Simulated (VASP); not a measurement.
Level of theory: revPBE GGA, VASP's PBE PAW potentials (set 64) (plane waves; VASP).

The input files of a VASP run:

INCAR:
```
! general
SYSTEM  = CeO2
PREC    = Accurate
ENCUT   = 520
LREAL   = .FALSE.
LASPH   = .TRUE.   ! aspherical one-centre terms

! electronic loop
EDIFF   = 1E-6   ! SCF stop (eV)
NELM    = 100
ALGO    = Normal
LMAXMIX = 6   ! l cut-off of mixed one-centre charges

! smearing
ISMEAR  = 0   ! Gaussian
SIGMA   = 0.05

! functional
GGA     = RE   ! revPBE

! ions
IBRION  = 2
NSW     = 60   ! most ionic steps
ISIF    = 3
EDIFFG  = -0.02

! output
LWAVE   = .FALSE.
LCHARG  = .FALSE.
```

File POSCAR:
```
CeO2
1
    0.0000000000     2.7463678728     2.7463678728
    2.7463678728    -0.0000000000     2.7463678728
    2.7463678728     2.7463678728    -0.0000000000
Ce O
1 2
Direct
  0.0000000000   0.0000000000   0.0000000000
  0.2500000000   0.2500000000   0.2500000000
  0.7500000000   0.7500000000   0.7500000000
```

### KPOINTS
```
Automatic mesh
0
Gamma
6 6 6
0 0 0
```

POTCAR, in this order: Ce O (PBE.64 set). Program: vasp_std.

What VASP printed:

**OUTCAR**
```
 ion  position               nearest neighbor table
   1  0.000  0.000  0.000-   3 2.38   3 2.38   3 2.38   2 2.38   2 2.38   2 2.38   3 2.38   2 2.38
  LATTYP: Found a face centered cubic cell.
 ALAT       =     5.4927357456
 Subroutine PRICEL returns:
 Original cell was already a primitive cell.
 Subroutine GETGRP returns: Found 48 space group operations
The static configuration has the point symmetry O_h .
The dynamic configuration has the point symmetry O_h .
 Subroutine INISYM returns: Found 48 space group operations
 Subroutine IBZKPT returns following result:
 Found     16 irreducible k-points:

 Following reciprocal coordinates:
            Coordinates               Weight
  0.000000  0.000000  0.000000      1.000000
  0.166667  0.000000  0.000000      8.000000
  0.333333  0.000000  0.000000      8.000000
  0.500000  0.000000  0.000000      4.000000
  0.166667  0.166667  0.000000      6.000000
  0.333333  0.166667  0.000000     24.000000
  0.500000  0.166667  0.000000     24.000000
 -0.333333  0.166667  0.000000     24.000000
 -0.166667  0.166667  0.000000     12.000000
  0.333333  0.333333  0.000000      6.000000
  0.500000  0.333333  0.000000     24.000000
 -0.333333  0.333333  0.000000     12.000000
  0.500000  0.500000  0.000000      3.000000
  0.500000  0.333333  0.166667     24.000000
 -0.333333  0.333333  0.166667     24.000000
 -0.333333  0.500000  0.166667     12.000000
   k-points           NKPTS =     16   k-points in BZ     NKDIM =     16   number of bands    NBANDS=     16
   number of dos      NEDOS =    301   number of ions     NIONS =      3
   total plane-waves  NPLWV =  27000
   dimension x,y,z NGX =    30 NGY =   30 NGZ =   30
   dimension x,y,z NGXF=    60 NGYF=   60 NGZF=   60
   ions per type =               1   2
   PREC   = accura    normal or accurate (medium, high low for compatibility)
   ISTART =      0    job   : 0-new  1-cont  2-samecut
   ICHARG =      2    charge: 1-file 2-atom 10-const
   ISPIN  =      1    spin polarized calculation?
   LNONCOLLINEAR =      F non collinear calculations
   LSORBIT =      F    spin-orbit coupling
   INIWAV =      1    electr: 0-lowe 1-rand  2-diag
   ENCUT  =  520.0 eV  38.22 Ry    6.18 a.u.   7.22  7.22  7.22*2*pi/ulx,y,z
   NELM   =    100;   NELMIN=  2; NELMDL= -5     # of ELM steps
   EDIFF  = 0.1E-05   stopping-criterion for ELM
   LREAL  =      F    real-space projection
   NLSPLINE    = F    spline interpolate recip. space projectors
   LMAXMIX     =    6 max onsite mixed and CHGCAR
   VOSKOWN=      0    Vosko Wilk Nusair interpolation
   EDIFFG = -.2E-01   stopping-criterion for IOM
   NSW    =     60    number of steps for IOM
   NBLOCK =      1;   KBLOCK =     60    inner block; outer block
   IBRION =      2    ionic relax: 0-MD 1-quasi-New 2-CG
   NFREE  =      1    steps in history (QN), initial steepest desc. (CG)
   ISIF   =      3    stress and relaxation
   ISYM   =      2    0-nonsym 1-usesym 2-fastsym
   TEIN   =    0.0    initial temperature
   TEBEG  =    0.0;   TEEND  =   0.0 temperature during run
   SMASS  =  -3.00    Nose mass-parameter (am)
   PSTRESS=    0.0 pullay stress
   NELECT =      24.0000    total number of electrons
   EFERMI =   0.00;   METHOD = LEGACY
   ISMEAR =     0;   SIGMA  =   0.05  broadening in eV -4-tet -1-fermi 0-gaus
   IALGO  =     38    algorithm
   LDIAG  =      T    sub-space diagonalisation (order eigenvalues)
   IMIX   =      4    mixing-type and parameters
     AMIX     =   0.40;   BMIX     =  1.00
     AMIX_MAG =   1.60;   BMIX_MAG =  1.00
     AMIN     =   0.10
   GGA     = RE    functional components
   VOSKOWN =     0    Vosko Wilk Nusair interpolation
   LHFCALC =     F    Hartree Fock is set to
   LHFONE  =     F    Hartree Fock one center treatment
...
```

File OSZICAR:
```
       N       E                     dE             d eps       ncg     rms          rms(c)
DAV:   1     0.232780445344E+03    0.23278E+03   -0.11711E+04   512   0.199E+03
DAV:   2     0.387313174793E+01   -0.22891E+03   -0.22105E+03   824   0.304E+02
DAV:   3    -0.291369856679E+02   -0.33010E+02   -0.29248E+02   640   0.145E+02
DAV:   4    -0.306241692523E+02   -0.14872E+01   -0.14870E+01   840   0.326E+01
DAV:   5    -0.306739302438E+02   -0.49761E-01   -0.49758E-01   816   0.526E+00    0.279E+01
DAV:   6    -0.292246356233E+02    0.14493E+01   -0.10276E+02   752   0.587E+01    0.315E+01
DAV:   7    -0.273501186905E+02    0.18745E+01   -0.22637E+02   808   0.134E+02    0.198E+01
DAV:   8    -0.267419031016E+02    0.60822E+00   -0.42093E+00   616   0.221E+01    0.138E+01
DAV:   9    -0.252595711285E+02    0.14823E+01   -0.64062E+00   760   0.210E+01    0.235E+00
DAV:  10    -0.251988224573E+02    0.60749E-01   -0.24910E-01   912   0.453E+00    0.168E+00
DAV:  11    -0.251612085528E+02    0.37614E-01   -0.54570E-02   752   0.226E+00    0.135E+00
DAV:  12    -0.251196552968E+02    0.41553E-01   -0.17065E-01   752   0.398E+00    0.586E-01
DAV:  13    -0.251240306247E+02   -0.43753E-02   -0.13694E-01   824   0.330E+00    0.860E-01
DAV:  14    -0.251190184974E+02    0.50121E-02   -0.68626E-02   792   0.236E+00    0.223E-01
DAV:  15    -0.251191914721E+02   -0.17297E-03   -0.61182E-03   776   0.734E-01    0.141E-01
DAV:  16    -0.251190849323E+02    0.10654E-03   -0.48043E-03   680   0.682E-01    0.953E-02
DAV:  17    -0.251189912645E+02    0.93668E-04   -0.12473E-03   776   0.339E-01    0.184E-02
DAV:  18    -0.251189967320E+02   -0.54675E-05   -0.25457E-05   728   0.341E-02    0.246E-02
DAV:  19    -0.251189910559E+02    0.56761E-05   -0.22382E-05   720   0.425E-02    0.719E-03
DAV:  20    -0.251189893538E+02    0.17022E-05   -0.86494E-06   592   0.275E-02    0.203E-03
DAV:  21    -0.251189892684E+02    0.85338E-07   -0.45444E-07   328   0.733E-03
   1 F= -.25118989E+02 E0= -.25118989E+02  d E =-.251190E+02
```

### OUTCAR
```
------------------------ aborting loop because EDIFF is reached ----------------------------------------
  FORCE on cell =-STRESS in cart. coord.  units (eV):
  Direction    XX          YY          ZZ          XY          YZ          ZX
  --------------------------------------------------------------------------------------
  Total        0.0272278      0.0272278      0.0272278      0.0000000      0.0000000     -0.0000000
  in kB        1.0529709      1.0529709      1.0529709      0.0000000      0.0000000     -0.0000000
  external PRESSURE =       1.0529709 kB  Pullay stress =       0.0000000 kB
  volume of cell :       41.43
      direct lattice vectors                 reciprocal lattice vectors
     0.000000000  2.746367873  2.746367873    -0.182058640  0.182058640  0.182058640
     2.746367873  0.000000000  2.746367873     0.182058640 -0.182058640  0.182058640
     2.746367873  2.746367873  0.000000000     0.182058640  0.182058640 -0.182058640
 POSITION                                       TOTAL-FORCE (eV/Angst)
 -----------------------------------------------------------------------------------
      0.00000      0.00000      0.00000        -0.000000     -0.000000     -0.000000
      1.37318      1.37318      1.37318        -0.000000     -0.000000     -0.000000
      4.11955      4.11955      4.11955         0.000000      0.000000      0.000000
 -----------------------------------------------------------------------------------
    total drift:                                0.000000     -0.000000      0.000000
  FREE ENERGIE OF THE ION-ELECTRON SYSTEM (eV)
  ---------------------------------------------------
  free  energy   TOTEN  =       -25.1189892684 eV

  energy  without entropy=      -25.1189892684  energy(sigma->0) =      -25.11898927

 reached required accuracy - stopping structural energy minimisation
```
(Selected blocks of OUTCAR.)

OUTCAR:
```
 val. band max:        4.8757806191   @ k =   0.5000   0.3333   0.1667

 cond. band min:       6.8103895186   @ k =   0.5000   0.0000   0.0000


 Fermi energy:         5.1694287122

 k-point     1 :       0.0000    0.0000    0.0000
  band No.  band energies     occupation
      1     -27.5400      2.00000
      2     -11.3113      2.00000
      3     -10.3820      2.00000
      4      -9.7391      2.00000
      5      -9.7391      2.00000
      6      -9.7391      2.00000
      7       1.3759      2.00000
      8       1.3759      2.00000
      9       1.3759      2.00000
     10       4.4396      2.00000
     11       4.4396      2.00000
     12       4.4396      2.00000
     13       7.0988      0.00000
     14       7.0988      0.00000
     15       7.0988      0.00000
     16       7.3127      0.00000

 k-point     2 :       0.1667    0.0000    0.0000
  band No.  band energies     occupation
      1     -27.4983      2.00000
      2     -12.0493      2.00000
      3     -10.5797      2.00000
      4      -9.7921      2.00000
      5      -9.7921      2.00000
      6      -8.9358      2.00000
      7       1.6050      2.00000
      8       1.6050      2.00000
      9       1.9873      2.00000
     10       4.2220      2.00000
     11       4.3505      2.00000
     12       4.3505      2.00000
     13       7.0753      0.00000
     14       7.0753      0.00000
     15       7.1009      0.00000
     16       7.3460      0.00000

 k-point     3 :       0.3333    0.0000    0.0000
  band No.  band energies     occupation
      1     -27.4133      2.00000
      2     -12.9147      2.00000
      3     -10.9591      2.00000
      4      -9.8944      2.00000
      5      -9.8944      2.00000
      6      -7.8879      2.00000
      7       2.0365      2.00000
      8       2.0365      2.00000
      9       3.1681      2.00000
     10       3.9420      2.00000
     11       4.2311      2.00000
     12       4.2311      2.00000
     13       7.0029      0.00000
...
```

The compound is CeO2 in the fluorite structure. It was relaxed first. The start is the result of an earlier pass. The run is not spin-polarised, so no magnetic state was tried.
